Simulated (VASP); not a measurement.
Calculation: MS2 meta-GGA, VASP's PBE PAW potentials (set 64) (plane waves; VASP).

Input for VASP

**KPOINTS**
```
K-points
0
Gamma
16 16 16
```

POSCAR:
```
Fe
1
   -1.4350000000     1.4350000000     1.4350000000
    1.4350000000    -1.4350000000     1.4350000000
    1.4350000000     1.4350000000    -1.4350000000
Fe
1
Direct
  0.0000000000   0.0000000000   0.0000000000
```

### INCAR
```
SYSTEM=Fe
PREC=Accurate; ENCUT=520; LREAL=.FALSE.
LASPH=.TRUE.
EDIFF=1E-6; NELM=100; ALGO=Normal
LMAXMIX=4; LMIXTAU=.TRUE.
ISMEAR=1; SIGMA=0.1
METAGGA=MS2
ISPIN=2; MAGMOM=2.5
IBRION=2; NSW=60; ISIF=3
EDIFFG=-0.01
LWAVE=.FALSE.; LCHARG=.FALSE.; LORBIT=10
```

POTCAR, in this order: Fe (PBE.64 set). Program: vasp_std.

Energy and stress use the plane-wave basis of the starting cell.

Q: Predict the energy per atom (σ→0), cell moment, volume per atom, band gap (on the k-mesh).

A: 
```
Item                                                        Result
------------------------  ----------------------------------------
energy per atom (σ→0)                      -1119.4 kJ/mol of atoms
cell moment                                                2.02 μB
band gap (on the k-mesh)  none (metal, semimetal or under 0.01 eV)
volume per atom                                      10.85 Å³/atom
```

OSZICAR:
```
...
DAV:   1    -0.116019083501E+02   -0.26282E-03   -0.47765E-03  5440   0.125E+00    0.153E-01
DAV:   2    -0.116016740313E+02    0.23432E-03   -0.27734E-03  5516   0.862E-01    0.153E-01
DAV:   3    -0.116016672388E+02    0.67925E-05   -0.27617E-04  5578   0.288E-01    0.473E-02
DAV:   4    -0.116016655710E+02    0.16678E-05   -0.96514E-06  5030   0.444E-02    0.136E-02
DAV:   5    -0.116016679582E+02   -0.23872E-05   -0.16619E-05  6112   0.535E-02    0.479E-03
DAV:   6    -0.116016666184E+02    0.13398E-05   -0.51153E-07  2633   0.119E-02    0.337E-03
DAV:   7    -0.116016663161E+02    0.30235E-06   -0.21509E-07  2610   0.747E-03
   6 F= -.11601666E+02 E0= -.11601616E+02  d E =-.635308E-05  mag=     2.0151
```

The compound is Fe in the bcc structure. This run relaxes it. Symmetry was kept, so distortions that lower it aren't found.
